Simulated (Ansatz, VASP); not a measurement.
## Mg (Magnesium): VASP beside Ansatz

Aim: how closely do two programs agree when they are given the same cell, functional and k mesh? The structure shown is the end of the Ansatz relaxation below.

Program: Ansatz 0.2.0. Level of theory: plane waves, with VASP 6.6.1 beside it; single point at LDA. Results are calculated unless marked as measured.

## Step 1: The structure

The structure is hexagonal, space group P6_3/mmc (No. 194). The conventional cell has a = 3.038 Å, b = 3.038 Å, c = 4.863 Å, α = 90.00°, β = 90.00°, γ = 120.00°. Nearest to Mg lie 12 Mg at 3.00 to 3.04 Å.

## Step 2: Ansatz: relaxation, LDA

Ansatz runs on its PAW soft_1 files.

This run makes the geometry at which the two programs are then compared.

The input, input.yaml:

```yaml
crystal:
  lattice:
    - [3.0386313475, 0.0, 0.0]
    - [-1.5193156738, 2.6315319397, 0.0]
    - [0.0, 0.0, 4.8623874106]
  atoms:
    - { symbol: Mg, position: [0.3333333333, 0.6666666667, 0.25] }
    - { symbol: Mg, position: [0.6666666667, 0.3333333333, 0.75] }
kpoints:
  mp_grid: { grid: [15, 15, 8] }
hamiltonian:
  xc: lda
  pseudopotentials: { kind: paw, azcp: { folder: soft_1 }, xc_functional: pbe }
scf:
  occupations: { method: methfessel_paxton, width: 0.2 }
output:
  forces: true
  stress: true
  eigenvalues: true
relax:
  adjacent_minimum: "off"
  f_tol: 0.001
  max_steps: 60
  cell: { stress_tol: 0.01, fix: [volume] }
```

On the command line:

```console
$ ansatz run input.yaml --threads 4 --pin off --max-ram 10240MiB --backend cpu --events-out ev --progress --plain --runs-dir out
```

Numbers of over 12 decimals in the logs are rounded to 6 here.

What it wrote:

```text
Engine: ansatz 0.2.0, aarch64-unknown-linux-gnu
Pseudopotentials: kind: paw
Pseudopotential: Mg, paw, valence charge 10, recommended cutoff 420 eV (normal), soft_1/Mg.paw.azcp
Functional definition: SPW92
  exchange = slater_x
  correlation = pw_c
Crystal: 2 atoms, lattice volume = 38.881 Å³
Basis set: ecut = 420 eV, 761 PW (Γ)
Bands: 14, of which v1, the nominal top of the filled ones, is band 10 counted from 1 (9 counted from 0)
Symmetry: 24 space group operations
Space group: P63/mmc (ITA 194), of the structure as read, at distance tolerance 3.4e-5 Å
k-points: 135 of 1800
Non-local potential: Mg, projectors of the file, l = 0: 3, l = 1: 2, l = 2: 1
PAW form: soft (Blöchl's): semilocal exchange-correlation on the pseudo side does not see the compensation charge
PAW frozen core: Mg, regenerated for the run's functional, and the local potential with it (the file was generated under x = pbe(κ = 0.804, μ = 0.219515), c = pbe(β = 0.066725))
PAW one-centre angular grid: Mg, 110 points (default); XC on 64 Gauss nodes
Initial density: superposition of atomic densities (chi_scale 0.1, normalization cell)
Initial wavefunctions: pseudopotential atomic-orbital guess
Functional: x = slater, c = lda
SCF iter   1: F=—  HF=-3803.201400 eV  |F-HF|=—  |Δ(HF+E_count)|=         —  Δρ=1.62e-2  dr2=1.07e-1  ethr=3.10e-3  ⟨swp⟩=5.0  Hψ=9646  notcnv=0
preconditioner: auto → none  [metal: Δε(μ)=0.056 eV  Ē_g=7.598 eV  σ=0.200 eV  W_gap=0.23  n_scr=8 (ndim 8)  ℏωp=11.9 eV  f_vac=0.000  D(μ)=0.76/eV (n_scr^D=2)  sad-step TF]
SCF iter   2: F=—  HF=-3803.167925 eV  |F-HF|=—  |Δ(HF+E_count)|=   3.35e-2  S|Δr|=    0.00e0  Δρ=1.04e-2  dr2=4.97e-2  ethr=5.35e-4  ⟨swp⟩=1.0  Hψ=2970  notcnv=0
SCF iter   3: F=—  HF=-3803.144659 eV  |F-HF|=—  |Δ(HF+E_count)|=   2.33e-2  S|Δr|=    0.00e0  Δρ=9.96e-4  dr2=2.99e-4  ethr=2.49e-4  ⟨swp⟩=2.5  Hψ=3055  notcnv=0
SCF iter   4: F=—  HF=-3803.144802 eV  |F-HF|=—  |Δ(HF+E_count)|=   1.43e-4  S|Δr|=    0.00e0  Δρ=1.27e-4  dr2=2.31e-6  ethr=1.50e-6  ⟨swp⟩=2.0  Hψ=3203  notcnv=0
SCF iter   5: F=—  HF=-3803.144803 eV  |F-HF|=—  |Δ(HF+E_count)|=   1.37e-6  S|Δr|=    0.00e0  Δρ=8.36e-6  dr2=7.42e-9  ethr=5.00e-10  ⟨swp⟩=7.0  Hψ=10029  notcnv=0
SCF iter   6: F=-3803.144803 eV  HF=-3803.144803 eV  |F-HF|=5.28e-10  |Δ(HF+E_count)|=   7.45e-9  S|Δr|=    0.00e0  Δρ=1.49e-6  dr2=2.85e-10  ethr=3.71e-11  ⟨swp⟩=2.0  Hψ=6668  notcnv=0
SCF 1 converged in 6 iterations: F = -3803.144803 eV  dr2 = 2.85e-10
  greatest PAW one-centre occupation: 1.000 electrons in one spin orbital (limit 2), on the Mg atom at site 1 (counted from 0), in its partial waves of l = 1
relax step   1: F+E_penalty+E_count = -3803.14480318 eV  Δ(F+E_penalty+E_count) = +0.000e0 eV  max|allowed force component| = 8.558e-17 eV/Å  Δτ_max = 0.0000 Å  P = +5.161 GPa  Ω = 38.881 Å³  fix = [volume]  reactions: volume +5.161 GPa  (6 SCF iters, dr2 threshold 1.00e-7 eV, accepted)
[...]
relax step   2: F+E_penalty+E_count = -3803.14480413 eV  Δ(F+E_penalty+E_count) = -9.455e-7 eV  max|allowed force component| = 9.483e-17 eV/Å  Δτ_max = 0.0000 Å  P = +5.161 GPa  Ω = 38.881 Å³  energy of the carried Pulay correction = +2.859e-10 eV  fix = [volume]  reactions: volume +5.161 GPa  (3 SCF iters, dr2 threshold 1.10e-9 eV, accepted)
[...]
relax step   3: F+E_penalty+E_count = -3803.14480402 eV  Δ(F+E_penalty+E_count) = +1.044e-7 eV  max|allowed force component| = 9.483e-17 eV/Å  Δτ_max = 0.0000 Å  P = +5.161 GPa  Ω = 38.881 Å³  fix = [volume]  reactions: volume +5.161 GPa  stress off target by 3.20e-3 GPa on what of the cell is left free  SCF on the basis re-selected at this cell (its energy is not comparable with the rows above)  (6 SCF iters)
basis re-selected at this cell: Δ(F+E_penalty+E_count) = +1.044e-7 eV, ΔP = +0.000 GPa vs the last step (what re-selecting the basis moved, of the pressure what is left beyond the Pulay correction that the steps carried, after the strain that the cell walked since its last selection, with what the two solves' SCF thresholds leave and, on support functions, any second-order correction that the steps lacked; it is no m [...]
SCF converged after 6 iterations
Stability not checked: this state was not tested for a lower state beside it, because cold or Methfessel-Paxton smearing, or corrected tetrahedra, fill the levels in a way that the test cannot read (fill_not_monotonic; see scf.lower_state_search)
Free energy (F): -3803.144804 eV
Harris-Foulkes:  -3803.144804 eV  (|F-HF|=4.55e-13)
Internal energy: -3803.143910 eV  (E = F + TS)
E sigma→0 (E₀):  -3803.144580 eV
Entropy (-TS):   -0.000894 eV (-0.447 meV/atom)
Fermi energy:    6.862547 eV
--- Per-component energies (eV) ---
  E_band       = -685.723451
  E_kinetic    = 141.485936
  E_local      = -3293.049822  (includes V_loc(G=0)·N_el)
  E_nonlocal   = 391.874541
  E_hartree    = 1115.028841
  E_xc         = -53.020193
  E_vxc        = -68.888105  (∫ρ·V_xc dr)
  E_paw        = -559.164657  (= ΣΔE_a)
  E_vpaw       = -87.203380  (= ΣTr[D̂ρ^β])
  E_aug_tail   = -0.000278  (compensation charges beyond the density's cutoff)
  E_ewald      = -1546.599237
  E_core_change = 0.300959  (= ΣΔE_core)
  E_smearing   = -0.000894  (= −TS)
  E_closure    = -0.000000  (closes the sum)
  Σ components = -3803.144804   (vs F -3803.144804, Δ=0.00e0)
--- Forces (eV/Å), atoms counted from 1 ---
  atom   1  Mg     0.00000000     0.00000000    -0.00000000
  atom   2  Mg    -0.00000000    -0.00000000     0.00000000
  max |Σ_I F_I| component: 9.25e-18 eV/Å
--- Stress (GPa, compression-positive) ---
        5.159403      -0.000000       0.000000
        0.000000       5.159403       0.000000
        0.000000       0.000000       5.164201
  P = ⅓ Tr σ = 5.1610 GPa (51.610 kbar)
--- Band table (eV; the first three rows and the last of 135) ---
  k-point 0: bands = [... 6 lower, -35.6493, -35.6491, -0.7927, 5.0336, 5.7390, 18.5664, 18.5664, 18.9336]
  k-point 1: bands = [... 6 lower, -35.6497, -35.6497, -0.6926, 3.9370, 7.0007, 18.6370, 18.6370, 18.9479]
  k-point 2: bands = [... 6 lower, -35.6507, -35.6507, -0.3932, 2.7200, 8.7135, 16.9840, 18.8382, 18.8382]
  k-point 134: bands = [... 6 lower, -35.6607, -35.6607, 7.0065, 7.0065, 7.4719, 7.4719, 8.7487, 8.7487]
--- Relaxed structure (2 steps of the walk, 2 accepted, 1 SCFs on fresh bases) ---
  F+E_penalty+E_count = -3803.14480402 eV   max|allowed force component| = 9.483e-17 eV/Å   (the final SCF, on the basis selected at the relaxed cell)
  cell:  # Å, volume = 38.8809 Å³
    - [3.038305, 2.8864453582441592e-11, 0]
    - [-1.519152, 2.631249, 0]
    - [0, 0, 4.863433]
  atoms:
    - { symbol: Mg, position: [0.333333, 0.666667, 0.250000] }
    - { symbol: Mg, position: [0.666667, 0.333333, 0.750000] }
```

The column dr2 measures how far the density is from self-consistency, as an energy; F and HF (Harris–Foulkes) agree once it is small.

## Step 3: VASP: single point, LDA, pair 1

The same cell, functional (in two slightly different forms), mesh and smearing now go to VASP, with its own data sets.

Lines of VASP's logs that name or quote its potential files are left out, and so is its time.

The input, INCAR:

```
SYSTEM = Mg
PREC = Accurate
ENCUT = 600
EDIFF = 1E-06
NELM = 120
ISMEAR = 1
SIGMA = 0.2
LREAL = .FALSE.
ALGO = Normal
GGA = CA
NBANDS = 8
LORBIT = 11
LWAVE = .FALSE.
LCHARG = .FALSE.
ISIF = 2
LASPH = .TRUE.
GGA_COMPAT = .FALSE.
KPAR = 2
```

The input, POSCAR:

```
Mg
1.0
    3.0383045946      0.0000000000      0.0000000000
   -1.5191522973      2.6312489633      0.0000000000
    0.0000000000      0.0000000000      4.8634333129
Mg
2
Direct
    0.3333333333      0.6666666667      0.2500000000
    0.6666666667      0.3333333333      0.7500000000
```

The input, KPOINTS:

```
Automatic mesh
0
Gamma
15 15 8
0 0 0
```

PAW data sets: Mg (LDA family, release 64).

On the command line:

```console
$ mpirun -np 2 vasp_std
```

What it wrote:

```text
[banner, memory and clock lines left out]
running    2 mpi-ranks, on    1 nodes
 distrk:  each k-point on    1 cores,    2 groups
 distr:  one band on    1 cores,    1 groups

 POSCAR found type information on POSCAR Mg
 POSCAR found :  1 types and       2 ions
 LDA part: xc-table for (Slater(with rela. corr.)+CA(PZ))
 , standard interpolation
 POSCAR, INCAR and KPOINTS ok, starting setup
 FFT: planning ... GRIDC
 FFT: planning ... GRID_SOFT
 FFT: planning ... GRID
 WAVECAR not read
 entering main loop
       N       E                     dE             d eps       ncg     rms          rms(c)
DAV:   1    -0.688509986674E+00   -0.68851E+00   -0.15360E+03  2160   0.411E+02
DAV:   2    -0.357628843418E+01   -0.28878E+01   -0.27648E+01  2976   0.248E+01
DAV:   3    -0.359026462127E+01   -0.13976E-01   -0.13974E-01  2872   0.220E+00
DAV:   4    -0.359029446408E+01   -0.29843E-04   -0.29842E-04  3056   0.882E-02
DAV:   5    -0.359029451805E+01   -0.53973E-07   -0.53894E-07  2880   0.260E-03    0.937E-01
DAV:   6    -0.357669416302E+01    0.13600E-01   -0.30197E-04  2712   0.112E-01    0.595E-01
DAV:   7    -0.356653144072E+01    0.10163E-01   -0.10768E-03  2320   0.208E-01    0.281E-02
DAV:   8    -0.356651175284E+01    0.19688E-04   -0.15622E-05  3352   0.229E-02    0.658E-03
DAV:   9    -0.356651055067E+01    0.12022E-05   -0.98282E-07  2448   0.565E-03    0.603E-04
DAV:  10    -0.356651049303E+01    0.57630E-07   -0.76289E-09  1488   0.577E-04
   1 F= -.35665105E+01 E0= -.35662281E+01  d E =-.847067E-03
```

From OUTCAR (step 3):

```text
ion  position               nearest neighbor table
   1  0.333  0.667  0.250-   2 3.00   2 3.00   2 3.00   2 3.00   2 3.00   2 3.00
   2  0.667  0.333  0.750-   1 3.00   1 3.00   1 3.00   1 3.00   1 3.00   1 3.00

  LATTYP: Found a hexagonal cell.
 ALAT       =     3.0383045946
 C/A-ratio  =     1.6007063023

 Subroutine GETGRP returns: Found 24 space group operations
 (whereof 12 operations were pure point group operations)

The static configuration has the point symmetry D_3d.
 The point group associated with its full space group is D_6h.

 Found    135 irreducible k-points:

   k-points           NKPTS =    135   k-points in BZ     NKDIM =    135   number of bands    NBANDS=      8

   dimension x,y,z NGX =    24 NGY =   24 NGZ =   40
   dimension x,y,z NGXF=    48 NGYF=   48 NGZF=   80

   ENCUT  =  600.0 eV  44.10 Ry    6.64 a.u.   6.07  6.07  9.71*2*pi/ulx,y,z

   NELECT =       4.0000    total number of electrons

 k-points in reciprocal lattice and weights: Automatic mesh
   0.00000000  0.00000000  0.00000000       0.001
   0.06666667 -0.00000000  0.00000000       0.003
   0.13333333  0.00000000  0.00000000       0.003
   0.20000000  0.00000000  0.00000000       0.003
   0.26666667  0.00000000  0.00000000       0.003
   0.33333333  0.00000000  0.00000000       0.003
   0.40000000  0.00000000  0.00000000       0.003
   0.46666667 -0.00000000  0.00000000       0.003
   0.06666667  0.06666667  0.00000000       0.003
[...]
0.33333333  0.26666667  0.50000000       0.007
   0.33333333  0.33333333  0.50000000       0.001

 average (electrostatic) potential at core
       1 -38.2131       2 -38.2131

 E-fermi :   3.3858

 k-point     1 :       0.0000    0.0000    0.0000
  band No.  band energies     occupation
      1      -4.2721      2.00000
      2       1.5484      2.00000
      3       2.2645      2.00000
      4      15.1087      0.00000
      5      15.1087      0.00000
      6      15.4798      0.00000
      7      15.4798      0.00000
      8      16.2731      0.00000

 k-point     2 :       0.0667   -0.0000    0.0000
  band No.  band energies     occupation
      1      -4.1753      2.00000
      2       1.6345      2.00000
      3       2.3571      2.00000
      4      13.3164      0.00000
      5      14.2055      0.00000
      6      15.0706      0.00000
      7      16.4990      0.00000
      8      17.1734      0.00000

 k-point     3 :       0.1333    0.0000    0.0000
  band No.  band energies     occupation
      1      -3.8856      2.00000
      2       1.8932      2.00000
      3       2.6317      2.00000
      4      11.1161      0.00000
      5      13.2859      0.00000
      6      13.9946      0.00000
      7      16.2272      0.00000
      8      17.2239      0.00000

  Total        1.1721442      1.1721442      1.1746696      0.0000000      0.0000000     -0.0000000
  in kB       48.3009217     48.3009217     48.4049837      0.0000000      0.0000000     -0.0000000
  external PRESSURE =      48.3356090 kB  Pullay stress =       0.0000000 kB

  energy-cutoff  :      600.00
  volume of cell :       38.88
      direct lattice vectors                 reciprocal lattice vectors
     3.038304595  0.000000000  0.000000000     0.329130924  0.190023828  0.000000000
    -1.519152297  2.631248963  0.000000000     0.000000000  0.380047656  0.000000000
     0.000000000  0.000000000  4.863433313     0.000000000  0.000000000  0.205616061

 POSITION                                       TOTAL-FORCE (eV/Angst)
 -----------------------------------------------------------------------------------
     -0.00000      1.75417      1.21586         0.000000      0.000000      0.000000
      1.51915      0.87708      3.64757        -0.000000     -0.000000      0.000000
 -----------------------------------------------------------------------------------
    total drift:                               -0.000000      0.000000     -0.000000

  FREE ENERGIE OF THE ION-ELECTRON SYSTEM (eV)
  ---------------------------------------------------
  free  energy   TOTEN  =        -3.5665104930 eV

  energy  without entropy=       -3.5656634258  energy(sigma->0) =       -3.56622814

 total charge
# of ion       s       p       d       tot
------------------------------------------
    1        0.226   0.164   0.016   0.406
    2        0.226   0.164   0.016   0.406
--------------------------------------------------
tot          0.452   0.327   0.032   0.812

[... 3 further parts left out ...]
```

The run ends at a pressure of 4.83 GPa.

## Step 4: Side by side

Known differences besides the potentials themselves: the two LDA forms differ slightly; the data sets hold 20 valence electrons in Ansatz (on its PAW soft_1 files) and 4 in VASP; the cutoff is 420 eV in Ansatz and 600 eV in VASP; VASP's log shows a relativistic correction to its local exchange, Ansatz's none; Ansatz's pressure holds a Pulay correction, VASP's none. Total energies have different zeros and are not compared.

Both answers:

```csv
quantity,Ansatz,VASP,difference
pressure (GPa),5.16,4.83,+0.33
```

## Step 5: Ansatz: relaxation, LDA

This run makes the geometry at which the two programs are then compared. The cell compared in this pair holds 39.74 Å³, against 38.88 Å³ for the pair before.

The structure compared here is the end of the Ansatz relaxation.

input.yaml, as its differences from that of step 2:

```diff
@@ -2,5 +2,5 @@
   lattice:
-    - [3.0386313475, 0.0, 0.0]
-    - [-1.5193156738, 2.6315319397, 0.0]
-    - [0.0, 0.0, 4.8623874106]
+    - [3.0613379544, 0.0, 0.0]
+    - [-1.5306689772, 2.6511964381, 0.0]
+    - [0.0, 0.0, 4.8969802458]
   atoms:
```

On the command line:

```console
$ ansatz run input.yaml --threads 4 --pin off --max-ram 10240MiB --backend cpu --events-out ev --progress --plain --runs-dir out
```

What it wrote:

```text
[...]
Crystal: 2 atoms, lattice volume = 39.745 Å³
Basis set: ecut = 420 eV, 773 PW (Γ)
Bands: 14, of which v1, the nominal top of the filled ones, is band 10 counted from 1 (9 counted from 0)
Symmetry: 24 space group operations
[...]
k-points: 135 of 1800
[...]
k-point 134: bands = [... 6 lower, -35.8938, -35.8938, 6.8063, 6.8063, 7.2794, 7.2794, 8.4797, 8.4797]
--- Relaxed structure (2 steps of the walk, 2 accepted, 1 SCFs on fresh bases) ---
[...]
cell:  # Å, volume = 39.7449 Å³
    - [3.060975, 0.0, 0.0]
    - [-1.530488, 2.650882, 0.0]
    - [0.0, 0.0, 4.898142]
  atoms:
    - { symbol: Mg, position: [0.333333, 0.666667, 0.25] }
    - { symbol: Mg, position: [0.666667, 0.333333, 0.75] }
[key lines of the parts left out:]
SCF converged after 2 iterations
Free energy (F): -3803.169199 eV
Fermi energy:    6.657788 eV
P = ⅓ Tr σ = 3.9082 GPa (39.082 kbar)
```

## Step 6: VASP: single point, LDA, pair 2

The same cell, functional (in two slightly different forms), mesh and smearing now go to VASP, with its own data sets.

INCAR is that of step 3.

The input, POSCAR:

```
Mg
1.0
    3.0609750275      0.0000000000      0.0000000000
   -1.5304875137      2.6508821342      0.0000000000
    0.0000000000      0.0000000000      4.8981415433
Mg
2
Direct
    0.3333333333      0.6666666667      0.2500000000
    0.6666666667      0.3333333333      0.7500000000
```

KPOINTS is that of step 3.

On the command line:

```console
$ mpirun -np 2 vasp_std
```

What it wrote:

```text
[... set-up lines as in an earlier step ...]
 entering main loop
       N       E                     dE             d eps       ncg     rms          rms(c)
DAV:   1    -0.630376637409E+00   -0.63038E+00   -0.14690E+03  2168   0.404E+02
DAV:   2    -0.359676491296E+01   -0.29664E+01   -0.28250E+01  2960   0.248E+01
DAV:   3    -0.361204488227E+01   -0.15280E-01   -0.15257E-01  2976   0.230E+00
DAV:   4    -0.361206794820E+01   -0.23066E-04   -0.23066E-04  3008   0.748E-02
[...]
DAV:   8    -0.358914003036E+01    0.16018E-04   -0.15179E-05  3440   0.225E-02    0.661E-03
DAV:   9    -0.358913889873E+01    0.11316E-05   -0.91037E-07  2440   0.533E-03    0.601E-04
DAV:  10    -0.358913885196E+01    0.46771E-07   -0.59027E-09  1552   0.512E-04
   1 F= -.35891389E+01 E0= -.35887932E+01  d E =-.103695E-02
```

[end of part 1 of 2]

[Lines on the potential files, build, host, timing and source positions are cut from VASP's logs without a mark.]

[Logs are printed without paths, hosts, clocks, repeated set-up lines and the standing remarks that a program may print on its own settings, such as how far it seeks lower states.]

[Hosts, paths, dates, database ids (printed as entryN), source tags and the programs' standing remarks are cut or masked in the printed files.]
